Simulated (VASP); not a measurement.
Input:

```
CELL_PARAMETERS angstrom
      2.88685     0.00000     0.00000
      0.00000     2.88685     0.00000
      0.00000     0.00000     2.88685
ATOMIC_POSITIONS crystal
  Ag 0.00000 0.00000 0.00000
  B  0.50000 0.50000 0.50000
```

Level of theory: r2SCAN meta-GGA, VASP's PBE PAW potentials (set 64) (plane waves; VASP). Run with 600 eV cut-off, 12×12×12 Γ-centred mesh, first-order Methfessel-Paxton smearing of 0.10 eV, potentials Ag B.

**Question.** Estimate the energy per atom (σ→0), pressure, band gap (on the k-mesh) with the smallest direct gap where there is one.

**Answer.** 
```yaml
band gap (on the k-mesh): none (metal, semimetal or under 0.01 eV)
energy per atom (σ→0): -12.898 eV/atom
pressure: 2.68 GPa
```

Only differences to runs with the same potentials and settings are physical.

The structure was generated: AgB was put into the CsCl type (Pm-3m), which need not be its known phase. This cell was strained or had an atom moved on purpose.
